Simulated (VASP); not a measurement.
Input:

```xyz
4
Lattice="1.9650 -3.4035 0.0000 1.9650 3.4035 0.0000 0.0000 0.0000 5.1300" Properties=species:S:1:pos:R:3 pbc="T T T"
Ni     0.0000     0.0000     2.5650
Ni     0.0000     0.0000     0.0000
Sb     1.9650     1.1345     1.2825
Sb     1.9650    -1.1345     3.8475
```

Computed with PBE GGA, VASP's PBE PAW potentials (set 64) (plane waves; VASP). Run with 700 eV cut-off, 8×8×6 Γ-centred mesh, first-order Methfessel-Paxton smearing of 0.10 eV, potentials Ni Sb.

Give the stress tensor in GPa (positive for a compressed cell).

```
3.70  0.00  0.00
0.00  3.70  0.00
0.00  0.00  3.13
```
The pressure is its mean diagonal, 3.51 GPa.

The compound is NiSb in the NiAs type structure. The cell was not relaxed at this level. The run is one of a series of settings (ENCUT = 700 against the base run), some of them coarse on purpose. The run is not spin-polarised, so no magnetic state was tried.
